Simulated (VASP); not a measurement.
Data:

```yaml
crystal:
  lattice:
    - [0.00000, 3.01080, 3.01080]
    - [3.01080, 0.00000, 3.01080]
    - [3.01080, 3.01080, 0.00000]
  atoms:
    - { symbol: Cu, position: [0.00000, 0.00000, 0.00000] }
    - { symbol: I, position: [0.25000, 0.25000, 0.25000] }
```

Method: r2SCAN meta-GGA, VASP's PBE PAW potentials (set 64) (plane waves; VASP). Numerical set-up: 520 eV cut-off, 9×9×9 Γ-centred mesh, tetrahedra with Blöchl corrections, potentials Cu I.

Unless said otherwise, spin-orbit coupling is left out, though it shifts the bands of the heavy elements here.

### Question
Give the energies of bands 2 to 12 at the high-symmetry points, in eV from the valence-band maximum.

### Answer

```csv
band,Γ,X,U,L,W
2,-3.90,-5.89,-5.56,-5.92,-5.39
3,-3.90,-4.02,-4.71,-3.87,-4.85
4,-3.90,-4.02,-3.96,-3.87,-4.12
5,-1.92,-1.96,-2.07,-1.89,-2.00
6,-1.92,-1.84,-1.90,-1.89,-1.99
7,0.00,-1.83,-1.78,-1.85,-1.83
8,0.00,-1.57,-1.56,-0.74,-1.67
9,0.00,-1.57,-1.31,-0.74,-1.31
10,1.68,2.90,3.36,2.57,4.87
11,5.22,3.17,4.97,5.73,4.97
12,5.22,9.95,8.01,5.73,6.52
```

The gap is direct, 1.68 eV, from the valence maximum at Γ to the conduction minimum at Γ.

Measured: gap 3.12 eV (computed value off by -1.44 eV), as given by Abedi et al., (2022), arXiv:2211.14644.

The compound is CuI in the zinc blende structure. It was relaxed first.
